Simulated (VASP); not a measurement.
The input files of a VASP run:

### KPOINTS
```
kpoints
0
G
 16 16 7
```

### POSCAR
```
Cd
11.8258740
  0.1265958927  -0.2192705435   0.0000000000
  0.1265958927   0.2192705435   0.0000000000
  0.0000000000   0.0000000000   0.4999999790
Cd
2
direct
  0.3333330000   0.6666670000   0.2500000000
  0.6666670000   0.3333330000   0.7500000000
```

### INCAR
```
AGGAC = 0.0
ALGO = Normal
EDIFF = 1E-7
ENCUT = 520
GGA = BO
ISIF = 2
ISMEAR = -5
LASPH = .True.
LCHARG = .True.
LMAXMIX = 4
LORBIT = 11
LREAL = .False.
LUSE_VDW = .True.
LWAVE = .False.
NEDOS = 601
NELM = 100
PARAM1 = 0.1833333333
PARAM2 = 0.22
PREC = Accurate
SYSTEM = Cd
```

POTCAR, in this order: Cd (PBE.64 set). Program: vasp_std.

Q: Translate this optB88-vdW calculation to Quantum ESPRESSO's pw.x.

A: One equivalent input (not run):
```
&CONTROL
  calculation = 'scf'
  pseudo_dir = './pseudo'
  outdir = './out'
  tprnfor = .true.
  tstress = .true.
/
&SYSTEM
  ibrav = 0
  nat = 2
  ntyp = 1
  ecutwfc = 102
  occupations = 'tetrahedra'
  input_dft = 'vdw-df-obk8'
/
&ELECTRONS
  conv_thr = 7.3e-09
  electron_maxstep = 100
/
ATOMIC_SPECIES
  Cd 112.414 Cd.upf
CELL_PARAMETERS angstrom
     1.4971071   -2.5930658    0.0000000
     1.4971071    2.5930658   -0.0000000
     0.0000000   -0.0000000    5.9129368
ATOMIC_POSITIONS crystal
  Cd   0.3333330  0.6666670  0.2500000
  Cd   0.6666670  0.3333330  0.7500000
K_POINTS automatic
  16 16 7 0 0 0
```
Limits of the translation: the potentials are each code's own (VASP's PAW set, PseudoDojo norm-conserving files in pw.x), so ENCUT and ecutwfc are chosen apart and not converted; conv_thr bounds pw.x's estimated SCF error, while EDIFF bounds the energy change between steps.

The compound is Cd in the hcp structure. It was relaxed first, which changed the volume by +6 %.
